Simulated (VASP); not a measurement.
Method: PW91 GGA, VASP's PBE PAW potentials (set 64) (plane waves; VASP).

VASP ran on this input.

### INCAR
```
SYSTEM = Rh
PREC = Accurate; ENCUT = 520; LREAL = .False.
LASPH = .True.
EDIFF = 1E-7; NELM = 100; ALGO = Normal
LMAXMIX = 4
ISMEAR = -5
GGA = 91
ISIF = 2
LWAVE = .False.; LCHARG = .True.; LORBIT = 11
NEDOS = 601
```

**KPOINTS**
```
Automatic
0
G
 18 18 18
0 0 0
```

File POSCAR:
```
Rh
1
    0.0000000000     1.9180908452     1.9180908452
    1.9180908452     0.0000000000     1.9180908452
    1.9180908452     1.9180908452     0.0000000000
Rh
1
Direct
  0.0000000000   0.0000000000   0.0000000000
```

POTCAR, in this order: Rh_pv (PBE.64 set). Program: vasp_std.

**Question.** Predict the energy per atom (σ→0), band gap (on the k-mesh).

**Answer.** 
| Item | Result |
|---|---|
| energy per atom (σ→0) | -7.265 eV/atom |
| band gap (on the k-mesh) | none (metal, semimetal or under 0.01 eV) |

### OSZICAR
```
...
DAV:   7    -0.726854619717E+01    0.14701E-01   -0.19239E-02  4860   0.176E+00    0.157E+00
DAV:   8    -0.726512100336E+01    0.34252E-02   -0.33834E-03  4542   0.922E-01    0.169E-01
DAV:   9    -0.726500545035E+01    0.11555E-03   -0.99716E-05  4992   0.164E-01    0.235E-02
DAV:  10    -0.726501063053E+01   -0.51802E-05   -0.36279E-06  4740   0.267E-02    0.236E-03
DAV:  11    -0.726501023909E+01    0.39143E-06   -0.20192E-07  3821   0.656E-03    0.962E-04
DAV:  12    -0.726501005551E+01    0.18359E-06   -0.14504E-08  2487   0.188E-03    0.127E-04
DAV:  13    -0.726501003489E+01    0.20615E-07   -0.21988E-09  2310   0.524E-04
   1 F= -.72650100E+01 E0= -.72650100E+01  d E =0.000000E+00
```

The compound is Rh in the fcc structure. It was relaxed first.
